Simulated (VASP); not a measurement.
# Lattice vibrations of Rb2CdSe2O6

Aim: the phonon dispersion and thermal properties of Rb2CdSe2O6. The start is a cell from a database of measured crystal structures.

Program: VASP 6.6.1. Level of theory: PBE; plane waves and PAW (Cd, Rb_pv, Se, O). Results are calculated unless marked as measured.

**1. Starting point**

It takes space group R-3m (No. 166, trigonal). Conventional cell: a = 5.750 Å, b = 5.750 Å, c = 19.669 Å, α = 90.00°, β = 90.00°, γ = 120.00°. Nearest to Cd lie 6 O at 2.33 Å. Nearest to Rb lie 9 O at 2.97 to 3.12 Å. Nearest to Se lie 3 O at 1.69 Å. O has 1 Se at 1.69 Å and 1 Cd at 2.33 Å and 3 Rb at 2.97 to 3.12 Å nearest. Farther neighbours and most contacts between anions are not listed.

Structure file:

```xyz
11
Lattice="2.8752 1.6600 6.5562 -2.8752 1.6600 6.5562 0.0000 -3.3199 6.5562" Properties=species:S:1:pos:R:3 pbc="T T T"
Cd    0.0000    0.0000    0.0000
Rb    0.0000    0.0000    3.8596
Rb    0.0000    0.0000   15.8089
Se    0.0000    0.0000    7.3380
Se    0.0000    0.0000   12.3305
O     0.0000   -1.5312    8.0508
O     1.3260    0.7656    8.0508
O    -1.3260    0.7656    8.0508
O    -1.3260   -0.7656   11.6177
O     0.0000    1.5312   11.6177
O     1.3260   -0.7656   11.6177
```

**2. Relax the host**

First cell and atoms are relaxed at a raised cutoff, so that later runs start from this functional's own cell.

INCAR reads:

```
SYSTEM = Rb2CdSe2O6
PREC = Normal
ENCUT = 520
EDIFF = 1E-05
NELM = 120
ISMEAR = 0
SIGMA = 0.05
LREAL = Auto
ALGO = Fast
GGA = PE
NBANDS = 48
LORBIT = 11
LWAVE = .FALSE.
LCHARG = .FALSE.
KPAR = 2
NCORE = 2
LASPH = .TRUE.
IBRION = 2
NSW = 40
ISIF = 3
EDIFFG = -0.03
POTIM = 0.4
```

POSCAR reads:

```
Rb2CdSe2O6
1.0
    2.8751500000      1.6599686265      6.5561666667
   -2.8751500000      1.6599686265      6.5561666667
    0.0000000000     -3.3199372529      6.5561666667
Cd Rb Se O
1 2 2 6
Direct
    0.0000000000      0.0000000000      0.0000000000
    0.1962333333      0.1962333333      0.1962333333
    0.8037666667      0.8037666667      0.8037666667
    0.3730833333      0.3730833333      0.3730833333
    0.6269166667      0.6269166667      0.6269166667
    0.2555900000      0.2555900000      0.7167900000
    0.7167900000      0.2555900000      0.2555900000
    0.2555900000      0.7167900000      0.2555900000
    0.2832100000      0.7444100000      0.7444100000
    0.7444100000      0.7444100000      0.2832100000
    0.7444100000      0.2832100000      0.7444100000
```

KPOINTS reads:

```
Automatic mesh
0
Gamma
3 3 3
0 0 0
```

The projector-augmented-wave data sets are Cd, Rb_pv, Se and O (PBE family, release 64).

Started as:

```sh
> mpirun -np 4 vasp_std
```

What it wrote:

```text
[banner, memory and clock lines left out]
running    4 mpi-ranks, on    1 nodes
 distrk:  each k-point on    2 cores,    2 groups
 distr:  one band on    2 cores,    1 groups

 POSCAR found type information on POSCAR CdRbSeO
 POSCAR found :  4 types and      11 ions
 LDA part: xc-table for (Slater+PW92), standard interpolation
 POSCAR, INCAR and KPOINTS ok, starting setup
 FFT: planning ... GRIDC
 FFT: planning ... GRID_SOFT
 FFT: planning ... GRID
 WAVECAR not read
 entering main loop
       N       E                     dE             d eps       ncg     rms          rms(c)
DAV:   1     0.572086172892E+03    0.57209E+03   -0.36199E+04   576   0.143E+03
DAV:   2    -0.116902059977E+02   -0.58378E+03   -0.56408E+03   696   0.353E+02
DAV:   3    -0.636310101418E+02   -0.51941E+02   -0.51582E+02   688   0.109E+02
DAV:   4    -0.644527046004E+02   -0.82169E+00   -0.81795E+00   704   0.136E+01
DAV:   5    -0.644633035352E+02   -0.10599E-01   -0.10596E-01   680   0.146E+00    0.278E+01
RMM:   6    -0.530818541270E+02    0.11381E+02   -0.46128E+01   576   0.238E+01    0.147E+01
RMM:   7    -0.531150959245E+02   -0.33242E-01   -0.34040E+00   576   0.691E+00    0.713E+00
RMM:   8    -0.530341198317E+02    0.80976E-01   -0.59744E-01   576   0.350E+00    0.281E+00
RMM:   9    -0.530410624012E+02   -0.69426E-02   -0.11315E-01   579   0.155E+00    0.442E-01
RMM:  10    -0.530423467257E+02   -0.12843E-02   -0.61618E-02   580   0.811E-01    0.382E-01
RMM:  11    -0.530423146825E+02    0.32043E-04   -0.76404E-03   580   0.340E-01    0.105E-01
RMM:  12    -0.530424160255E+02   -0.10134E-03   -0.23277E-03   577   0.180E-01    0.355E-02
RMM:  13    -0.530424244711E+02   -0.84456E-05   -0.56521E-04   576   0.705E-02    0.145E-02
RMM:  14    -0.530424299163E+02   -0.54451E-05   -0.63443E-05   445   0.260E-02
   1 F= -.53042430E+02 E0= -.53042430E+02  d E =-.530424E+02
 curvature:   0.00 expect dE= 0.000E+00 dE for cont linesearch  0.000E+00
 trial: gam= 0.00000 g(F)=  0.538E+00 g(S)=  0.590E+00 ort = 0.000E+00 (trialstep = 0.100E+01)
 search vector abs. value=  0.113E+01
 bond charge predicted
       N       E                     dE             d eps       ncg     rms          rms(c)
DAV:   1    -0.546478961360E+02   -0.16055E+01   -0.13388E+02   592   0.667E+01    0.134E+01
RMM:   2    -0.529926280689E+02    0.16553E+01   -0.71749E+00   576   0.147E+01    0.524E+00
RMM:   3    -0.528167798143E+02    0.17585E+00   -0.84608E-01   576   0.451E+00    0.311E+00
RMM:   4    -0.527619585674E+02    0.54821E-01   -0.20207E-01   576   0.186E+00    0.131E+00
RMM:   5    -0.527612367967E+02    0.72177E-03   -0.29912E-02   586   0.749E-01    0.774E-01
RMM:   6    -0.527590496398E+02    0.21872E-02   -0.87163E-03   576   0.353E-01    0.368E-01
RMM:   7    -0.527589915572E+02    0.58083E-04   -0.14616E-03   578   0.197E-01    0.719E-02
RMM:   8    -0.527590070116E+02   -0.15454E-04   -0.28181E-04   587   0.610E-02    0.481E-02
RMM:   9    -0.527590084079E+02   -0.13963E-05   -0.52897E-05   436   0.312E-02
   2 F= -.52759008E+02 E0= -.52759008E+02  d E =0.283422E+00
[... from here on, the cycles between the ionic steps are left out ...]
   3 F= -.53244749E+02 E0= -.53244749E+02  d E =-.202319E+00
   4 F= -.53244861E+02 E0= -.53244861E+02  d E =-.202431E+00
   5 F= -.53282112E+02 E0= -.53282112E+02  d E =-.372508E-01
   6 F= -.53292424E+02 E0= -.53292424E+02  d E =-.475630E-01
   7 F= -.53292618E+02 E0= -.53292618E+02  d E =-.477570E-01
   8 F= -.53292637E+02 E0= -.53292637E+02  d E =-.477758E-01
   9 F= -.53294542E+02 E0= -.53294542E+02  d E =-.190471E-02
  10 F= -.53295099E+02 E0= -.53295099E+02  d E =-.246229E-02
  11 F= -.53295820E+02 E0= -.53295820E+02  d E =-.720908E-03
  12 F= -.53295867E+02 E0= -.53295867E+02  d E =-.767686E-03
  13 F= -.53296842E+02 E0= -.53296842E+02  d E =-.974841E-03
  14 F= -.53297314E+02 E0= -.53297314E+02  d E =-.144682E-02
 curvature:  -4.84 expect dE=-0.212E-02 dE for cont linesearch -0.272E-03
 ZBRENT: interpolating
 opt :   2.3218  next Energy=   -53.297475 (dE=-0.161E-02)
 bond charge predicted
       N       E                     dE             d eps       ncg     rms          rms(c)
DAV:   1    -0.532979671768E+02   -0.65678E-03   -0.18544E-01   608   0.210E+00    0.187E-01
RMM:   2    -0.532977185136E+02    0.24866E-03   -0.30715E-03   576   0.282E-01    0.884E-02
RMM:   3    -0.532975540994E+02    0.16441E-03   -0.50389E-04   576   0.108E-01    0.311E-02
RMM:   4    -0.532975400040E+02    0.14095E-04   -0.90975E-05   556   0.438E-02    0.114E-02
RMM:   5    -0.532975407828E+02   -0.77881E-06   -0.99615E-06   345   0.149E-02
  15 F= -.53297541E+02 E0= -.53297541E+02  d E =-.167401E-02
 curvature:  -2.88 expect dE=-0.546E-03 dE for cont linesearch -0.115E-04
 trial: gam= 0.20085 g(F)=  0.153E-03 g(S)=  0.364E-04 ort =-0.128E-03 (trialstep = 0.106E+01)
 search vector abs. value=  0.304E-03
 reached required accuracy - stopping structural energy minimisation
```

Elapsed: 1.7 min, on 4 MPI ranks of Intel Xeon 6975P-C (Granite Rapids), shared host; peak memory 0.86 GiB.

Lines that name or quote the potential files are left out of all logs, and their timing lines are given in words.

OUTCAR, selected parts (step 2):

```text
ion  position               nearest neighbor table
   1  0.000  0.000  0.000-   7 2.33   8 2.33   9 2.33  11 2.33  10 2.33   6 2.33   2 3.86   3 3.86
                             3 4.28   2 4.28   3 4.28   3 4.28   2 4.28   2 4.28
   2  0.196  0.196  0.196-   6 2.97   7 2.97   8 2.97  10 3.12  10 3.12  11 3.12   9 3.12  11 3.12
                             9 3.12   4 3.48   3 3.52   3 3.52   3 3.52   5 3.83   5 3.83   5 3.83
   3  0.804  0.804  0.804-  10 2.97   9 2.97  11 2.97   6 3.12   6 3.12   7 3.12   8 3.12   7 3.12
                             8 3.12   5 3.48   2 3.52   2 3.52   2 3.52   4 3.83   4 3.83   4 3.83
   4  0.373  0.373  0.373-   6 1.69   7 1.69   8 1.69   2 3.48   3 3.83   3 3.83   3 3.83
   5  0.627  0.627  0.627-  10 1.69   9 1.69  11 1.69   3 3.48   2 3.83   2 3.83   2 3.83
   6  0.256  0.256  0.717-   4 1.69   1 2.33   2 2.97   3 3.12   3 3.12
   7  0.717  0.256  0.256-   4 1.69   1 2.33   2 2.97   3 3.12   3 3.12
   8  0.256  0.717  0.256-   4 1.69   1 2.33   2 2.97   3 3.12   3 3.12
   9  0.283  0.744  0.744-   5 1.69   1 2.33   3 2.97   2 3.12   2 3.12
  10  0.744  0.744  0.283-   5 1.69   1 2.33   3 2.97   2 3.12   2 3.12
  11  0.744  0.283  0.744-   5 1.69   1 2.33   3 2.97   2 3.12   2 3.12

  LATTYP: Found a trigonal (rhomboedric) cell.
 ALAT       =     7.3488301603
 COS(alpha) =     0.6938638689

 Subroutine GETGRP returns: Found 12 space group operations
 (whereof 12 operations were pure point group operations)

The static configuration has the point symmetry D_3d.

 Found      6 irreducible k-points:

   k-points           NKPTS =      6   k-points in BZ     NKDIM =      6   number of bands    NBANDS=     48

   dimension x,y,z NGX =    42 NGY =   42 NGZ =   42
   dimension x,y,z NGXF=    84 NGYF=   84 NGZF=   84

   ENCUT  =  520.0 eV  38.22 Ry    6.18 a.u.  13.66 13.66 13.66*2*pi/ulx,y,z

   NELECT =      74.0000    total number of electrons

 k-points in reciprocal lattice and weights: Automatic mesh
   0.00000000  0.00000000  0.00000000       0.037
   0.33333333 -0.00000000 -0.00000000       0.222
   0.33333333  0.33333333 -0.00000000       0.222
  -0.33333333  0.33333333  0.00000000       0.222
   0.33333333  0.33333333  0.33333333       0.074
  -0.33333333  0.33333333  0.33333333       0.222

 average (electrostatic) potential at core
       1 -39.9970       2 -13.1081       3 -13.1081       4 -60.0660       5 -60.0660
       6 -74.5630       7 -74.5630       8 -74.5630       9 -74.5630      10 -74.5630
      11 -74.5630

 E-fermi :  -0.5703

 k-point     1 :       0.0000    0.0000    0.0000
  band No.  band energies     occupation
    ...
     33      -1.1202      2.00000
     34      -1.0973      2.00000
     35      -1.0973      2.00000
     36      -1.0768      2.00000
     37      -0.9389      2.00000
     38       2.6775      0.00000
     39       3.9135      0.00000
     40       3.9135      0.00000
     41       4.2062      0.00000
     42       4.8726      0.00000
    ...

 k-point     2 :       0.3333   -0.0000   -0.0000
  band No.  band energies     occupation
    ...
     33      -1.2641      2.00000
     34      -1.2188      2.00000
     35      -1.1624      2.00000
     36      -1.0489      2.00000
     37      -0.8820      2.00000
     38       3.4168      0.00000
     39       3.9028      0.00000
     40       4.2572      0.00000
     41       4.9456      0.00000
     42       5.2036      0.00000
    ...

 k-point     3 :       0.3333    0.3333   -0.0000
  band No.  band energies     occupation
    ...
     33      -1.2384      2.00000
     34      -1.2004      2.00000
     35      -1.0830      2.00000
     36      -1.0281      2.00000
     37      -0.9049      2.00000
     38       3.4278      0.00000
     39       3.9680      0.00000
     40       4.2589      0.00000
     41       4.7786      0.00000
     42       5.2109      0.00000
    ...

  Total       -0.0005102     -0.0005102     -0.1018574      0.0000000     -0.0000000      0.0000000
  in kB       -0.0040712     -0.0040712     -0.8127838      0.0000000     -0.0000000      0.0000000
  external PRESSURE =      -0.2736421 kB  Pullay stress =       0.0000000 kB

  energy-cutoff  :      520.00
  volume of cell :      200.78
      direct lattice vectors                 reciprocal lattice vectors
     2.929871098  1.691561867  6.752122568     0.170655972  0.098528271  0.049367192
    -2.929871098  1.691561867  6.752122568    -0.170655972  0.098528271  0.049367192
     0.000000000 -3.383123734  6.752122568     0.000000000 -0.197056543  0.049367192

 POSITION                                       TOTAL-FORCE (eV/Angst)
 -----------------------------------------------------------------------------------
      0.00000      0.00000      0.00000         0.000000     -0.000000     -0.000000
      0.00000      0.00000      4.00052         0.000000      0.000000      0.028846
      0.00000      0.00000     16.25585         0.000000     -0.000000     -0.028846
      0.00000      0.00000      7.56310         0.000000     -0.000000     -0.029998
      0.00000      0.00000     12.69327         0.000000      0.000000      0.029998
      0.00000     -1.57098      8.29088         0.000000      0.007878      0.004663
      1.36050      0.78549      8.29088        -0.006823     -0.003939      0.004663
     -1.36050      0.78549      8.29088         0.006823     -0.003939      0.004663
     -1.36050     -0.78549     11.96548         0.006823      0.003939     -0.004663
      0.00000      1.57098     11.96548         0.000000     -0.007878     -0.004663
      1.36050     -0.78549     11.96548        -0.006823      0.003939     -0.004663
 -----------------------------------------------------------------------------------
    total drift:                                0.000000     -0.000000      0.000000

  FREE ENERGIE OF THE ION-ELECTRON SYSTEM (eV)
  ---------------------------------------------------
  free  energy   TOTEN  =       -53.2975407828 eV

  energy  without entropy=      -53.2975407828  energy(sigma->0) =      -53.29754078

 reached required accuracy - stopping structural energy minimisation

 total charge
# of ion       s       p       d       tot
------------------------------------------
    1        0.288   0.213   9.649  10.151
    2        0.046   6.002   0.063   6.110
    3        0.046   6.002   0.063   6.110
    4        1.469   2.050   0.372   3.891
    5        1.469   2.050   0.372   3.891
    6        1.585   3.409   0.000   4.994
    7        1.585   3.409   0.000   4.994
    8        1.585   3.409   0.000   4.994
    9        1.585   3.409   0.000   4.994
   10        1.585   3.409   0.000   4.994
   11        1.585   3.409   0.000   4.994
--------------------------------------------------
tot         12.827  36.770  10.520  60.116

[... 3 further parts left out ...]
```

The gap is read on the k-mesh alone, so it is an upper bound where the band edges lie off the mesh. The run keeps the 12 symmetry operations of its start, so it cannot find a distortion of lower symmetry.

Step by step:

| step | energy less that of the first step (eV) | largest force (eV/Å) | pressure (GPa) | volume (Å³) |
| --- | --- | --- | --- | --- |
| 1 | 0.0000 | 1.6205 | 6.29 | 187.74 |
| 2 | 0.2834 | 3.2992 | -4.92 | 202.69 |
| 3 | -0.2023 | 0.5764 | 1.22 | 193.20 |
| 4 | -0.2024 | 0.5413 | 1.29 | 193.09 |
| 5 | -0.2397 | 0.2279 | 0.58 | 196.60 |
| 6 | -0.2500 | 0.0593 | 0.12 | 199.24 |
| 7 | -0.2502 | 0.0600 | -0.01 | 199.80 |
| 8 | -0.2502 | 0.0604 | 0.00 | 199.67 |
| 9 | -0.2521 | 0.0561 | 0.05 | 199.84 |
| 10 | -0.2527 | 0.0660 | 0.13 | 199.99 |
| 11 | -0.2534 | 0.1152 | -0.15 | 200.53 |
| 12 | -0.2534 | 0.0895 | -0.12 | 200.43 |
| 13 | -0.2544 | 0.0591 | -0.09 | 200.55 |
| 14 | -0.2549 | 0.0574 | 0.00 | 200.88 |
| 15 | -0.2551 | 0.0300 | -0.03 | 200.78 |

| conventional cell, symmetrised | before | after | change |
| --- | --- | --- | --- |
| a (Å) | 5.750 | 5.860 | +1.9 % |
| b (Å) | 5.750 | 5.860 | +1.9 % |
| c (Å) | 19.669 | 20.256 | +3.0 % |
| volume (Å³/atom) | 17.07 | 18.25 | +6.9 % |

The atoms that moved most (Å, as changes of fractional coordinates times the final cell):

| atom | dx | dy | dz | length |
| --- | --- | --- | --- | --- |
| Rb2 | 0.000 | 0.000 | 0.026 | 0.026 |
| Rb3 | 0.000 | 0.000 | -0.026 | 0.026 |
| O11 | 0.009 | -0.005 | 0.001 | 0.011 |
| O9 | -0.009 | -0.005 | 0.001 | 0.011 |
| O7 | 0.009 | 0.005 | -0.001 | 0.011 |
| O8 | -0.009 | 0.005 | -0.001 | 0.011 |
| O10 | 0.000 | 0.011 | 0.001 | 0.011 |
| O6 | 0.000 | -0.011 | -0.001 | 0.011 |

Final coordinates:

```xyz
11
Lattice="2.9299 1.6916 6.7521 -2.9299 1.6916 6.7521 0.0000 -3.3831 6.7521" Properties=species:S:1:pos:R:3 pbc="T T T"
Cd    0.0000    0.0000    0.0000
Rb    0.0000    0.0000    4.0005
Rb    0.0000    0.0000   16.2559
Se    0.0000    0.0000    7.5631
Se    0.0000    0.0000   12.6933
O     0.0000   -1.5710    8.2909
O     1.3605    0.7855    8.2909
O    -1.3605    0.7855    8.2909
O    -1.3605   -0.7855   11.9655
O     0.0000    1.5710   11.9655
O     1.3605   -0.7855   11.9655
```

This step gave:

```
electronic cycles                               : 94
electrons                                       : 74
free energy (TOTEN)                             : -53.2975 eV
Fermi energy                                    : -0.5703 eV
pressure                                        : -0.02736 GPa
labelled metallic, from the levels on this mesh : no
gap on the k-mesh                               : 3.476 eV
least direct gap on the k-mesh                  : 3.616 eV
```

The run ended after 15 ionic steps, 0.255 eV below its first step, once forces and stress met EDIFFG = -0.03.

(Part 1 of 6 ends here.)

[Lines on the potential files, build, host, timing and source positions are cut from VASP's logs without a mark.]

[Logs are printed without paths, hosts, clocks, repeated set-up lines and the standing remarks that a program may print on its own settings, such as how far it seeks lower states.]

[Hosts, paths, dates, database ids (printed as entryN), source tags and the programs' standing remarks are cut or masked in the printed files.]

[Runs that stopped without an error message from VASP are left out.]
